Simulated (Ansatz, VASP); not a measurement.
# Cross-check of KI between VASP and Ansatz, part 2 of 2

Wanted: the spread between two codes on one cell, functional and k mesh. The cell is taken from a series of runs on this material, whose earlier steps may have relaxed, scaled, displaced or heated it; both programs get it as it stands.

VASP 6.6.1 and Ansatz 0.2.0.

So far: Starting point; VASP: relaxation of cell and atoms, PBE, spin-orbit coupling.

## Step 3: Ansatz: relaxation of cell and atoms, PBE, spin-orbit coupling

Level of this step: Ansatz beside VASP: Kohn-Sham DFT, plane waves, PBE, spin-orbit coupling (Ansatz).

Ansatz runs on its PAW fully relativistic soft_1 files.

The same cell, functional and mesh now go to Ansatz, which takes its cutoff from its data sets.

input.yaml reads:

```yaml
crystal:
  lattice:
    - [0.0, 3.5883432427, 3.5883432427]
    - [3.5883432427, 0.0, 3.5883432427]
    - [3.5883432427, 3.5883432427, 0.0]
  atoms:
    - { symbol: K, position: [0.0, 0.0, 0.0] }
    - { symbol: I, position: [0.5, 0.5, 0.5] }
kpoints:
  mp_grid: { grid: [6, 6, 6] }
hamiltonian:
  xc: pbe
  pseudopotentials: { kind: paw_fr, azcp: { folder: soft_1 } }
scf:
  occupations: { method: fixed }
output:
  forces: true
  stress: true
  eigenvalues: true
magnetization:
  noncollinear: true
  spin_orbit: true
relax:
  adjacent_minimum: "off"
  f_tol: 0.001
  max_steps: 60
  cell: { stress_tol: 0.01 }
```

Started as:

```bash
$ ansatz run input.yaml --threads 4 --pin off --max-ram 8192MiB --backend cpu --events-out ev --progress --plain --runs-dir out
```

Numbers of over 12 decimals in the logs are rounded to 6 here.

The log of the run:

```text
Engine: ansatz 0.2.0, x86_64-unknown-linux-gnu
Pseudopotentials: kind: paw_fr
Pseudopotential: K, paw, valence charge 9, recommended cutoff 420 eV (normal), soft_1/K.paw.azcp
Pseudopotential: I, paw, valence charge 17, recommended cutoff 420 eV (normal), soft_1/I.paw.azcp
Functional definition: PBE
  parameter kappa = 0.804
  parameter beta = 0.066725
  exchange = pbe_x(kappa = kappa, mu = beta*pi^2/3)
  correlation = pbe_c(beta = beta)
non-collinear run that drives no moment, with spin-orbit: no starting moment large enough to seed its density (crystal.atoms[].spin), no starting occupations that ask for one, no magnetisation constraint and no magnetic field, so the semilocal B_xc is pinned to zero
Crystal: 2 atoms, lattice volume = 92.409 Å³
Basis set: ecut = 420 eV, 1807 PW (Γ), exchange–correlation on 72×72×72 points (8 copies of the dense FFT grid, shifted against one another)
Bands: 34, of which v1, the nominal top of the filled ones, is band 26 counted from 1 (25 counted from 0)
Symmetry: 48 space group operations + 48 with time reversal
Magnetic group: BNS 225.117 (UNI 1619), of the structure as read, at distance tolerance 4.5e-5 Å
k-points: 16 of 216
Projection manifold: j_resolved (fully-relativistic pseudo-atomic orbitals)
Non-local potential: K, projectors of the file, resolved by j, l = 0: 3, l = 1: 4, l = 2: 4
Non-local potential: I, projectors of the file, resolved by j, l = 0: 2, l = 1: 4, l = 2: 4, l = 3: 2
PAW form: soft (Blöchl's): semilocal exchange-correlation on the pseudo side does not see the compensation charge
PAW one-centre angular grid: K, 110 points (default); XC on 64 Gauss nodes
PAW one-centre angular grid: I, 590 points (default); XC on 96 Gauss nodes
Initial density: superposition of atomic densities (chi_scale 0.1, normalization cell, long waves kept (reshape's long-wave potential 0.00 eV rms))
Initial wavefunctions: pseudopotential atomic-orbital guess
Functional: x = pbe(κ = 0.804, μ = 0.219515), c = pbe(β = 0.066725)
SCF iter   1: F=—  HF=-9058.116647 eV  |F-HF|=—  |Δ(HF+E_count)|=         —  Δρ=4.06e-2  dr2=2.93e0  dr2_m=0.00e0 (ungated)  ethr=3.10e-3  |M|=0.00e0 ∫|m|=0.00e0 μB  |m|>n=0.0e0 m-floor=0.0e0 τ_xc=0.0e0  β_m=0.30  ⟨swp⟩=10.2  Hψ=1387  notcnv=0  defer=68
preconditioner: auto → none  [insulator: Δε(μ)=2.188 eV  Ē_g=8.888 eV  n_scr=14 (ndim 8)  ℏωp=10.9 eV  f_vac=0.029  ε∞_Penn≈2.5]
SCF iter   2: F=—  HF=-9057.015439 eV  |F-HF|=—  |Δ(HF+E_count)|=    1.10e0  Δρ=1.66e-2  dr2=4.50e-1  dr2_m=0.00e0 (ungated)  ethr=3.10e-3  |M|=0.00e0 ∫|m|=0.00e0 μB  |m|>n=0.0e0 m-floor=0.0e0 τ_xc=0.0e0  β_m=0.39  ⟨swp⟩=5.2  Hψ=600  notcnv=0  defer=64
SCF iter   3: F=—  HF=-9056.849400 eV  |F-HF|=—  |Δ(HF+E_count)|=   1.66e-1  Δρ=5.19e-3  dr2=2.61e-2  dr2_m=0.00e0 (ungated)  ethr=1.73e-3  |M|=0.00e0 ∫|m|=0.00e0 μB  |m|>n=0.0e0 m-floor=0.0e0 τ_xc=0.0e0  β_m=0.60  ⟨swp⟩=4.4  Hψ=488  notcnv=0  defer=64
SCF iter   4: F=—  HF=-9056.860832 eV  |F-HF|=—  |Δ(HF+E_count)|=   1.14e-2  Δρ=1.06e-3  dr2=1.44e-3  dr2_m=0.00e0 (ungated)  ethr=1.01e-4  |M|=0.00e0 ∫|m|=0.00e0 μB  |m|>n=0.0e0 m-floor=0.0e0 τ_xc=0.0e0  β_m=0.66  ⟨swp⟩=4.5  Hψ=512  notcnv=0  defer=66
SCF iter   5: F=—  HF=-9056.861756 eV  |F-HF|=—  |Δ(HF+E_count)|=   9.24e-4  Δρ=1.85e-4  dr2=2.97e-5  dr2_m=0.00e0 (ungated)  ethr=5.52e-6  |M|=0.00e0 ∫|m|=0.00e0 μB  |m|>n=0.0e0 m-floor=0.0e0 τ_xc=0.0e0  β_m=0.74  ⟨swp⟩=3.7  Hψ=394  notcnv=0  defer=66
SCF iter   6: F=—  HF=-9056.861747 eV  |F-HF|=—  |Δ(HF+E_count)|=   9.78e-6  Δρ=3.97e-5  dr2=1.26e-6  dr2_m=0.00e0 (ungated)  ethr=1.14e-7  |M|=0.00e0 ∫|m|=0.00e0 μB  |m|>n=0.0e0 m-floor=0.0e0 τ_xc=0.0e0  β_m=0.84  ⟨swp⟩=2.1  Hψ=427  notcnv=0  defer=66
SCF iter   7: F=-9056.861749 eV  HF=-9056.861749 eV  |F-HF|=1.51e-8  |Δ(HF+E_count)|=   2.12e-6  Δρ=4.14e-6  dr2=1.95e-8  dr2_m=0.00e0 (ungated)  ethr=3.85e-10  |M|=0.00e0 ∫|m|=0.00e0 μB  |m|>n=0.0e0 m-floor=0.0e0 τ_xc=0.0e0  ⟨swp⟩=20.2  Hψ=2230  notcnv=0
SCF 1 converged in 7 iterations: F = -9056.861749 eV  dr2 = 1.95e-8
  greatest PAW one-centre occupation: 0.998 electrons in one spin orbital (limit 2), on the I atom at site 1 (counted from 0), in its partial waves of l = 2
relax step   1: F+E_penalty+E_count = -9056.86174861 eV  Δ(F+E_penalty+E_count) = +0.000e0 eV  max|allowed force component| = 2.669e-29 eV/Å  Δτ_max = 0.0000 Å  P = +0.039 GPa  Ω = 92.409 Å³  (7 SCF iters, dr2 threshold 1.00e-7 eV, accepted)
[...]
relax step   3: F+E_penalty+E_count = -9056.86177330 eV  Δ(F+E_penalty+E_count) = -6.763e-6 eV  max|allowed force component| = 7.297e-30 eV/Å  Δτ_max = 0.0000 Å  P = +0.000 GPa  Ω = 92.746 Å³  energy of the carried Pulay correction = -1.581e-5 eV  (5 SCF iters, dr2 threshold 1.56e-9 eV, accepted)
[...]
relax step   4: F+E_penalty+E_count = -9056.86178309 eV  Δ(F+E_penalty+E_count) = -9.781e-6 eV  max|allowed force component| = 1.098e-29 eV/Å  Δτ_max = 0.0000 Å  P = +0.000 GPa  Ω = 92.746 Å³  stress off target by 2.50e-5 GPa  SCF on the basis re-selected at this cell (its energy is not comparable with the rows above)  (7 SCF iters)
basis re-selected at this cell: Δ(F+E_penalty+E_count) = -9.781e-6 eV, ΔP = +0.000 GPa vs the last step (what re-selecting the basis moved, of the pressure what is left beyond the Pulay correction that the steps carried, after the strain that the cell walked since its last selection, with what the two solves' SCF thresholds leave and, on support functions, any second-order correction that the steps lacked; it is no m [...]
SCF converged after 7 iterations
Magnetization: |M| = 0.0000 μB,  M = (+0.0000, +0.0000, +0.0000) μB
Absolute magnetization: 0.0000 μB (∫|m|)
  site 0: m = (+0.0000, +0.0000, +0.0000) μB, |m| = 0.0000 μB  (R = 1.48 Å)
  site 1: m = (+0.0000, +0.0000, +0.0000) μB, |m| = 0.0000 μB  (R = 1.48 Å)
Free energy (F): -9056.861783 eV
Harris-Foulkes:  -9056.861783 eV  (|F-HF|=5.46e-12)
Internal energy: -9056.861783 eV  (E = F + TS)
E sigma→0 (E₀):  -9056.861783 eV
Fermi energy:    2.234262 eV
--- Per-component energies (eV) ---
  E_band       = -530.117770
  E_kinetic    = 413.789859
  E_local      = -3068.509813  (includes V_loc(G=0)·N_el)
  E_nonlocal   = 129.925551
  E_hartree    = 1316.124970
  E_xc         = -243.351399
  E_vxc        = -276.421578  (∫ρ·V_xc dr)
  E_paw        = -5570.907013  (= ΣΔE_a)
  E_vpaw       = -361.149240  (= ΣTr[D̂ρ^β])
  E_aug_tail   = -0.002498  (compensation charges beyond the density's cutoff)
  E_ewald      = -2033.931439
  E_smearing   = -0.000000  (= −TS)
  E_closure    = 0.000000  (closes the sum)
  Σ components = -9056.861783   (vs F -9056.861783, Δ=0.00e0)
--- Forces (eV/Å), atoms counted from 1 ---
  atom   1  K     -0.00000000    -0.00000000     0.00000000
  atom   2  I      0.00000000    -0.00000000    -0.00000000
  max |Σ_I F_I| component: 1.67e-29 eV/Å
--- Stress (GPa, compression-positive) ---
        0.000025      -0.000000      -0.000000
       -0.000000       0.000025      -0.000000
       -0.000000      -0.000000       0.000025
  P = ⅓ Tr σ = 0.0000 GPa (0.000 kbar)
--- Band table (eV; the first three rows and the last of 16) ---
  k-point 0: bands = [... 22 lower, 2.2343, 2.2343, 2.2343, 2.2343, 5.7700, 5.7700, 8.4336, 8.4336, ... 4 higher]
  k-point 1: bands = [... 22 lower, 1.9426, 1.9426, 2.1476, 2.1476, 6.3675, 6.3675, 8.3414, 8.3414, ... 4 higher]
  k-point 2: bands = [... 22 lower, 1.5893, 1.5893, 1.9871, 1.9871, 7.1815, 7.1815, 8.8059, 8.8059, ... 4 higher]
  k-point 15: bands = [... 22 lower, 1.4884, 1.4884, 1.6862, 1.6862, 7.6119, 7.6119, 8.1778, 8.1778, ... 4 higher]
--- Relaxed structure (3 steps of the walk, 3 accepted, 1 SCFs on fresh bases) ---
  F+E_penalty+E_count = -9056.86178309 eV   max|allowed force component| = 1.098e-29 eV/Å   (the final SCF, on the basis selected at the relaxed cell)
  cell:  # Å, volume = 92.7455 Å³
    - [0, 3.592700, 3.592700]
    - [3.592700, 0, 3.592700]
    - [3.592700, 3.592700, 0]
  atoms:
    - { symbol: K, position: [0, 0, 0] }
    - { symbol: I, position: [0.5, 0.5, 0.5] }
```

Reading the cycles: dr2 is the Hartree energy of the density residual (eV), the measure of convergence; HF is the Harris–Foulkes estimate of the energy, which meets the free energy F at convergence.

## Step 4: Side by side

Known differences besides the potentials themselves: spin-orbit coupling enters by fully relativistic files in Ansatz and inside the spheres in VASP; fixed occupations in Ansatz, narrow Gaussian smearing in VASP; the data sets hold 26 valence electrons in Ansatz (on its PAW fully relativistic soft_1 files) and 16 in VASP; the cutoff is 420 eV in Ansatz and 500 eV in VASP; Ansatz adds a Pulay correction to the stress that steers its cell, VASP none. Total energies have different zeros and are not compared.

Compared:

| quantity | Ansatz | VASP | difference |
| --- | --- | --- | --- |
| volume (Å³) | 92.75 | 93.04 | -0.32 % |
| edge a after relaxation, in the typed setting (Å) | 5.081 | 5.086 | -0.11 % |

## Step 5: Outcome

```
difference in volume (relaxation of cell and atoms, PBE, spin-orbit coupling) : -0.32 %
```

**Reading.** The difference in volume is -0.32 % (relaxation of cell and atoms, PBE, spin-orbit coupling), within the 1.2 % picked in this series as the mark of a large difference, as far as the stopping tolerances let one tell. The data sets hold unlike numbers of valence electrons (26 in Ansatz and 16 in VASP), so part of the differences comes from the potentials. How closely two codes agree says nothing of how well the functional describes the real material.

[Lines on the potential files, build, host, timing and source positions are cut from VASP's logs without a mark.]

[Logs are printed without paths, hosts, clocks, repeated set-up lines and the standing remarks that a program may print on its own settings, such as how far it seeks lower states.]

[Hosts, paths, dates, database ids (printed as entryN), source tags and the programs' standing remarks are cut or masked in the printed files.]
